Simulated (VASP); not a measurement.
The system is Cl2, in a box.

```
CELL_PARAMETERS angstrom
10.00000 0.00000 0.00000
0.00000 10.50000 0.00000
0.00000 0.00000 11.00000
ATOMIC_POSITIONS crystal
Cl 0.50000 0.50000 0.40999
Cl 0.50000 0.50000 0.59001
```

Base run:

```yaml
Program: VASP 6.6.1
Functional: PBEsol
Potentials_or_basis: VASP PAW PBE potentials, release 64 (Cl)
Cutoff: 520 eV
k_mesh: 1 × 1 × 1
Occupations: gaussian, width 0.02 eV
Spin: no spin polarisation
```

Its results: gap between the frontier levels 3.12 eV.

The run is repeated on the same cell with these changes: functional from PBEsol to r2SCAN. What comes out?

Gap between the frontier levels 3.55 eV.

r2SCAN gives the wider gap, since meta-GGAs in the generalised Kohn-Sham scheme recover part of the derivative discontinuity.

A k mesh can miss the band edges.

Not every run made on this cell is shown here.
